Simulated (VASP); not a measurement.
```
CELL_PARAMETERS angstrom
      2.16839    -3.75576     0.00000
      2.16839     3.75576     0.00000
      0.00000     0.00000     7.56281
ATOMIC_POSITIONS crystal
  Cd 0.00000 0.00000 0.00000
  I  0.33333 0.66667 0.22758
  I  0.66667 0.33333 0.77242
```

Level of theory: PBE GGA, VASP's PBE PAW potentials (set 64) (plane waves; VASP 6.6.1). Settings: 520 eV cut-off, 7×7×4 Γ-centred mesh, tetrahedra with Blöchl corrections, potentials Cd I.

Without a dispersion term in the relaxation, distances and binding between the weakly bound layers, chains or molecules are unreliable, and so is what depends on them.

The job: CdI₂ (1T layered), 3 atoms, PBE, static run, 520 eV, 7×7×4 Γ-centred mesh. Roughly how much core time does it take on a busy server core?

About 40 core-seconds (one run on a shared machine, a rough figure). It had 28 irreducible k-points, 17 bands, up to 3331 plane waves and 14 electronic steps.

The compound is CdI2 in the 1T layered structure. It was relaxed first, which changed the volume by +15 %.
